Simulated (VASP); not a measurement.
An input for Ansatz (written as the equivalent of a VASP run, and not itself run):

Ansatz 0.2 input:
```yaml
crystal:
  lattice:
    - [1.7479745, -3.0275805, 0.0000000]
    - [1.7479745, 3.0275805, 0.0000000]
    - [0.0000000, 0.0000000, 5.0933311]
  atoms:
    - { symbol: Se, position: [0.0000000, 0.2947978, 0.6666670] }
    - { symbol: Se, position: [0.7052022, 0.7052022, 0.0000000] }
    - { symbol: Se, position: [0.2947978, 0.0000000, 0.3333330] }
kpoints:
  mp_grid: { grid: [7, 7, 5] }
hamiltonian:
  xc: lda
  pseudopotentials: { kind: paw }
scf:
  occupations: { method: gaussian, width: 0.05 }
  max_iter: 100
relax:
  max_steps: 40
  f_tol: 0.02
  cell: { p_target: 30 }
output: { forces: true, stress: true, eigenvalues: true }
```

Problem. Translate this input to VASP (INCAR, KPOINTS, POSCAR, choice of POTCAR).

Solution. This is not unique; one that fits is 
INCAR:
```
ALGO = Normal
EDIFF = 1E-6
EDIFFG = -0.02
ENCUT = 500
IBRION = 2
ISIF = 3
ISMEAR = 0
LASPH = .True.
LCHARG = .False.
LMAXMIX = 4
LREAL = .False.
LWAVE = .False.
NELM = 100
NSW = 40
PREC = Accurate
PSTRESS = 300
SIGMA = 0.05
SYSTEM = Se
```

### POSCAR
```
Se
1
    1.7479744587    -3.0275805173     0.0000000000
    1.7479744587     3.0275805173     0.0000000000
    0.0000000000     0.0000000000     5.0933310954
Se
3
Direct
  0.0000000000   0.2947978428   0.6666670000
  0.7052021572   0.7052021572   0.0000000000
  0.2947978428   0.0000000000   0.3333330000
```

File KPOINTS:
```
Automatic
0
Gamma
  7 7 5
0 0 0
```

POTCAR, in this order: Se (LDA.64 set). Program: vasp_std.

What does not carry over: each code has its own PAW files, so the cut-off isn't converted (ENCUT is set for VASP's; basis.ecutwfc is left out, and Ansatz then takes the one that its files recommend); Ansatz stops its SCF on the density residual and VASP on the energy change (EDIFF); Ansatz's lda is the Perdew-Wang form, while the LDA potentials of VASP carry Perdew-Zunger's.

The compound is Se in the trig structure. This run relaxes it under an external pressure of 30 GPa. Symmetry was kept, so distortions that lower it aren't found. The k-mesh is coarse (spacing up to 0.32 per Å, 2π included), so the numbers may not be converged in it.
